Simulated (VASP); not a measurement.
Input:

```yaml
crystal:
  lattice:
    - [0.00000, 2.70969, 2.70969]
    - [2.70969, 0.00000, 2.70969]
    - [2.70969, 2.70969, 0.00000]
  atoms:
    - { symbol: Si, position: [0.25000, 0.25000, 0.25000] }
    - { symbol: Si, position: [0.75000, 0.75000, 0.75000] }
    - { symbol: Ni, position: [0.00000, 0.00000, 0.00000] }
```

Method: vdW-DF-cx, VASP's PBE PAW potentials (set 64) (plane waves; VASP). Numerical set-up: 520 eV cut-off, 11×11×11 Γ-centred mesh, tetrahedra with Blöchl corrections, potentials Si Ni.

Problem. Tabulate the total density of states (states/eV per cell) against energy (eV; zero at the valence-band maximum or, without a gap, the Fermi level).

Solution. 
```csv
E (eV),DOS (states/eV)
-9.98,0.67
-9.86,0.74
-9.62,0.69
-9.50,0.74
-9.26,0.59
-9.14,0.61
-8.90,1.16
-8.78,0.91
-8.66,0.77
-8.42,0.73
-8.30,0.69
-8.06,0.75
-7.94,0.72
-7.82,0.74
-7.58,0.71
-7.46,0.91
-7.22,0.79
-7.10,0.85
-6.86,0.78
-6.74,0.75
-6.62,0.75
-6.38,0.81
-6.26,0.94
-6.02,1.02
-5.90,1.10
-5.78,1.14
-5.54,1.38
-5.42,1.60
-5.18,3.32
-5.06,3.81
-4.82,3.68
-4.70,3.26
-4.58,1.91
-4.34,2.44
-4.22,3.35
-3.98,1.94
-3.86,2.25
-3.74,3.78
-3.50,7.15
-3.38,7.33
-3.14,3.06
-3.02,3.13
-2.78,2.25
-2.66,2.04
-2.54,2.18
-2.30,2.27
-2.18,2.03
-1.94,1.65
-1.82,1.51
-1.70,1.39
-1.46,1.13
-1.34,0.94
-1.10,0.72
-0.98,0.62
-0.74,0.50
-0.62,0.46
-0.50,0.43
-0.26,0.74
-0.14,0.82
0.10,0.93
0.22,0.98
0.34,1.04
0.58,1.16
0.70,1.24
0.94,1.76
1.06,2.14
1.30,1.35
1.42,0.93
1.54,0.59
1.78,0.24
1.90,0.35
2.14,1.56
2.26,2.00
2.38,2.31
2.62,2.21
2.74,1.86
2.98,1.41
3.10,1.31
3.34,0.93
3.46,0.83
```
Within 2 eV below the Fermi level the largest weight inside VASP's projection spheres is Ni d, then Si p.

The compound is NiSi2 in the fluorite structure. It was relaxed first. The run is not spin-polarised, so no magnetic state was tried.
